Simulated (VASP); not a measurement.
Level of theory: PBEsol GGA, VASP's PBE PAW potentials (set 64) (plane waves; VASP).

VASP input:

File KPOINTS:
```
Automatic mesh
0
Gamma
9 9 9
0 0 0
```

File POSCAR:
```
CuI
1
   -0.0000000000     2.6980561346     2.6980561346
    2.6980561346     0.0000000000     2.6980561346
    2.6980561346     2.6980561346     0.0000000000
Cu I
1 1
Direct
  0.0000000000   0.0000000000   0.0000000000
  0.2500000000   0.2500000000   0.2500000000
```

INCAR:
```
ALGO=Normal
EDIFF=1E-6
EDIFFG=-0.02
ENCUT=500
GGA=PS
IBRION=2
ISIF=3
ISMEAR=0
LASPH=T
LCHARG=F
LMAXMIX=4
LREAL=F
LWAVE=F
NELM=100
NSW=40
PREC=Accurate
PSTRESS=450
SIGMA=0.05
SYSTEM=CuI
```

POTCAR, in this order: Cu I (PBE.64 set). Program: vasp_std.

The resulting files:

File OSZICAR:
```
       N       E                     dE             d eps       ncg     rms          rms(c)
DAV:   1     0.108126658959E+03    0.10813E+03   -0.82079E+03   920   0.163E+03
DAV:   2     0.183635510572E+01   -0.10629E+03   -0.10068E+03   925   0.286E+02
DAV:   3    -0.578372799686E+01   -0.76201E+01   -0.75019E+01  1215   0.877E+01
DAV:   4    -0.602777937684E+01   -0.24405E+00   -0.24370E+00  1128   0.134E+01
DAV:   5    -0.603459788318E+01   -0.68185E-02   -0.68184E-02  1333   0.236E+00    0.923E+00
DAV:   6    -0.583176643689E+01    0.20283E+00   -0.89902E+00   965   0.102E+02    0.606E+00
DAV:   7    -0.540932205528E+01    0.42244E+00   -0.20362E+00  1080   0.591E+01    0.303E+00
DAV:   8    -0.540607552999E+01    0.32465E-02   -0.12492E-01  1382   0.748E+00    0.867E-01
DAV:   9    -0.539581735219E+01    0.10258E-01   -0.44106E-02  1070   0.775E+00    0.233E-01
DAV:  10    -0.539609277924E+01   -0.27543E-03   -0.21291E-03  1300   0.581E-01    0.161E-01
DAV:  11    -0.539606613865E+01    0.26641E-04   -0.68487E-04  1202   0.101E+00    0.663E-02
DAV:  12    -0.539605351121E+01    0.12627E-04   -0.97073E-05  1235   0.274E-01    0.290E-02
DAV:  13    -0.539605429416E+01   -0.78295E-06   -0.29687E-06   938   0.186E-02
   1 F= 0.56367235E+01 E0= 0.56367235E+01  d E =0.563672E+01
       N       E                     dE             d eps       ncg     rms          rms(c)
DAV:   1    -0.269638675698E+02   -0.21568E+02   -0.26804E+02  1050   0.437E+02    0.510E+01
DAV:   2    -0.259332470524E+02    0.10306E+01   -0.43607E+02   910   0.717E+02    0.240E+01
DAV:   3    -0.335328033650E+01    0.22580E+02   -0.87084E+01  1100   0.233E+02    0.957E+00
DAV:   4    -0.235499753144E+01    0.99828E+00   -0.23370E+01  1141   0.200E+02    0.976E+00
DAV:   5    -0.225877713846E+01    0.96220E-01   -0.16914E+01  1030   0.151E+02    0.838E+00
DAV:   6    -0.174187549681E+01    0.51690E+00   -0.14127E+00  1114   0.476E+01    0.541E+00
DAV:   7    -0.179588235874E+01   -0.54007E-01   -0.13449E-01  1445   0.565E+00    0.769E+00
DAV:   8    -0.163572005240E+01    0.16016E+00   -0.11329E+00  1085   0.470E+01    0.360E+00
DAV:   9    -0.163461357168E+01    0.11065E-02   -0.77701E-02  1419   0.536E+00    0.341E+00
DAV:  10    -0.163432383050E+01    0.28974E-03   -0.12255E-03  1245   0.350E-01    0.328E+00
DAV:  11    -0.163449227193E+01   -0.16844E-03   -0.24485E-05  1360   0.120E-01    0.328E+00
DAV:  12    -0.163047352739E+01    0.40187E-02   -0.80283E-03  1111   0.410E+00    0.337E+00
DAV:  13    -0.162870292377E+01    0.17706E-02   -0.50410E-03  1435   0.234E+00    0.249E+00
DAV:  14    -0.162776216024E+01    0.94076E-03   -0.19049E-03  1369   0.112E+00    0.175E+00
DAV:  15    -0.162735483100E+01    0.40733E-03   -0.17717E-04  1280   0.144E-01    0.133E+00
DAV:  16    -0.162698430164E+01    0.37053E-03   -0.39979E-04  1061   0.163E-01    0.648E-01
DAV:  17    -0.162689750191E+01    0.86800E-04   -0.11516E-04  1377   0.127E-01    0.270E-01
DAV:  18    -0.162688145918E+01    0.16043E-04   -0.20490E-05  1510   0.128E-01    0.151E-01
DAV:  19    -0.162687216904E+01    0.92901E-05   -0.14391E-05  1201   0.296E-02    0.315E-02
DAV:  20    -0.162687151991E+01    0.64913E-06   -0.22353E-06  1039   0.324E-02
   2 F= 0.67476491E+01 E0= 0.67476491E+01  d E =0.111093E+01
       N       E                     dE             d eps       ncg     rms          rms(c)
DAV:   1    -0.135673416929E+02   -0.11940E+02   -0.19287E+02   925   0.455E+02    0.208E+01
DAV:   2    -0.602985636625E+01    0.75375E+01   -0.40318E+01  1160   0.224E+02    0.354E+00
DAV:   3    -0.521433747599E+01    0.81552E+00   -0.41750E+00  1083   0.689E+01    0.469E+00
DAV:   4    -0.484235818732E+01    0.37198E+00   -0.13912E+00  1226   0.327E+01    0.159E+00
DAV:   5    -0.482363534205E+01    0.18723E-01   -0.76120E-02  1267   0.805E+00    0.112E+00
DAV:   6    -0.481702732032E+01    0.66080E-02   -0.53895E-03  1408   0.257E+00    0.517E-01
DAV:   7    -0.481566698631E+01    0.13603E-02   -0.81606E-03  1100   0.263E+00    0.641E-02
DAV:   8    -0.481567806628E+01   -0.11080E-04   -0.15744E-04  1445   0.258E-01    0.420E-02
DAV:   9    -0.481568686490E+01   -0.87986E-05   -0.34582E-05  1135   0.214E-01    0.265E-02
DAV:  10    -0.481567958925E+01    0.72757E-05   -0.27806E-05  1070   0.209E-01    0.819E-03
DAV:  11    -0.481567959911E+01   -0.98671E-08   -0.54991E-07   490   0.937E-03
   3 F= 0.54993126E+01 E0= 0.54993126E+01  d E =-.137411E+00
       N       E                     dE             d eps       ncg     rms          rms(c)
DAV:   1    -0.477687421696E+01    0.38805E-01   -0.77031E-02   970   0.815E+00    0.559E-01
DAV:   2    -0.477403566083E+01    0.28386E-02   -0.44757E-02  1020   0.835E+00    0.245E-01
DAV:   3    -0.477214900214E+01    0.18867E-02   -0.90548E-03  1025   0.395E+00    0.971E-02
DAV:   4    -0.477196789124E+01    0.18111E-03   -0.49848E-04  1060   0.239E-01    0.297E-02
DAV:   5    -0.477195994643E+01    0.79448E-05   -0.23665E-05  1354   0.163E-01    0.215E-02
DAV:   6    -0.477195724202E+01    0.27044E-05   -0.51356E-06  1318   0.290E-02    0.493E-03
DAV:   7    -0.477195693346E+01    0.30856E-06   -0.74818E-07   499   0.408E-02
   4 F= 0.54984645E+01 E0= 0.54984645E+01  d E =-.138259E+00
       N       E                     dE             d eps       ncg     rms          rms(c)
DAV:   1    -0.475405394685E+01    0.17903E-01   -0.13799E-02   970   0.345E+00    0.236E-01
DAV:   2    -0.475353857194E+01    0.51537E-03   -0.78824E-03  1025   0.353E+00    0.102E-01
DAV:   3    -0.475320895343E+01    0.32962E-03   -0.15937E-03  1025   0.165E+00    0.419E-02
DAV:   4    -0.475317610189E+01    0.32852E-04   -0.90519E-05  1086   0.111E-01    0.121E-02
DAV:   5    -0.475317488589E+01    0.12160E-05   -0.38394E-06  1072   0.632E-02    0.862E-03
DAV:   6    -0.475317442248E+01    0.46341E-06   -0.57401E-07   490   0.133E-02
   5 F= 0.54984096E+01 E0= 0.54984096E+01  d E =-.138314E+00
```

### OUTCAR
```
------------------------ aborting loop because EDIFF is reached ----------------------------------------
  FORCE on cell =-STRESS in cart. coord.  units (eV):
  Direction    XX          YY          ZZ          XY          YZ          ZX
  --------------------------------------------------------------------------------------
  Total       10.2591135     10.2591135     10.2591135      0.0000000      0.0000000     -0.0000000
  in kB      450.3305105    450.3305105    450.3305105      0.0000000      0.0000000     -0.0000000
  external PRESSURE =       0.3305105 kB  Pullay stress =     450.0000000 kB
  volume of cell :       36.50
      direct lattice vectors                 reciprocal lattice vectors
    -0.000000000  2.632810994  2.632810994    -0.189911088  0.189911088  0.189911088
     2.632810994 -0.000000000  2.632810994     0.189911088 -0.189911088  0.189911088
     2.632810994  2.632810994  0.000000000     0.189911088  0.189911088 -0.189911088
  FREE ENERGIE OF THE ION-ELECTRON SYSTEM (eV)
  ---------------------------------------------------
  free  energy   TOTEN  =        -4.7531744225 eV

  energy  without entropy=       -4.7531744225  energy(sigma->0) =       -4.75317442
  enthalpy is  TOTEN    =         5.4984096016 eV   P V=       10.2515840241

 reached required accuracy - stopping structural energy minimisation
```
(Selected blocks of OUTCAR.)

CONTCAR:
```
CuI
   1.00000000000000
    -0.0000000000000000    2.6328109943347942    2.6328109943347946
     2.6328109943347942   -0.0000000000000000    2.6328109943347946
     2.6328109943347942    2.6328109943347942    0.0000000000000000
  Cu              I
     1     1
Direct
     0.0000000000000000    0.0000000000000000    0.0000000000000000
     0.2500000000000000    0.2500000000000000    0.2500000000000000
```

Energy and stress use the plane-wave basis of the starting cell.

The structure was generated: CuI was put into the zinc blende type (F-43m), which need not be its known phase. This run relaxes it under an external pressure of 45 GPa. Symmetry was kept, so distortions that lower it aren't found.
